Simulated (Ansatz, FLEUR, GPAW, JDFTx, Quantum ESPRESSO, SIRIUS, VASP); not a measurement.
**C: programs and potentials compared**

```
C
1.0
     0.00000    1.78337    1.78337
     1.78337    0.00000    1.78337
     1.78337    1.78337    0.00000
C
2
Direct
  0.75000 0.75000 0.75000
  0.50000 0.50000 0.50000
```

Alike in all runs: task equation of state; functional PBEsol; k mesh 13 × 13 × 13; occupations fermi-dirac, width 0.05 eV; no spin polarisation; no spin-orbit coupling.

```
                                        program and potentials  plane-wave cutoff (eV)                                                 notes  equilibrium volume (Å³/atom)  bulk modulus (GPa)
                                            Ansatz, Ansatz PAW                     420  potentials made for PBE, which Ansatz adapts in part                          5.61               449.9
JDFTx, PseudoDojo-SR-PBEsol-0.4.1-standard with smoothed tails                    1116                                                     -                          5.63               449.0
                             Quantum ESPRESSO, GBRV 1.5 PBEsol                     612                                                     -                          5.62               448.6
             GPAW, PAW data sets generated for this functional                     800                                                     -                          5.62               450.2
SIRIUS, PseudoDojo 0.4.1 PBEsol standard (scalar relativistic)                    1127                                                     -                          5.63               448.9
                Ansatz, all-electron LAPW, scalar-relativistic                       -                                                     -                          5.61               450.3
                                    FLEUR, all-electron, FLAPW                       -                                                     -                          5.61               450.4
                                 VASP, PBE PAW files C, 520 eV                     520                               potentials made for PBE                          5.63               450.2
```

The equilibrium volume spans 5.61 (Ansatz, Ansatz PAW) to 5.63 Å³/atom (JDFTx, PseudoDojo-SR-PBEsol-0.4.1-standard with smoothed tails), with all-electron results at 5.61. The bulk modulus spans 448.6 (Quantum ESPRESSO, GBRV 1.5 PBEsol) to 450.4 GPa (FLEUR, all-electron, FLAPW), with all-electron results at 450.3 to 450.4.

The functional is the same throughout but for its coding, so the spread measures potentials, basis and numerics; runs on potential files found faulty are left out.
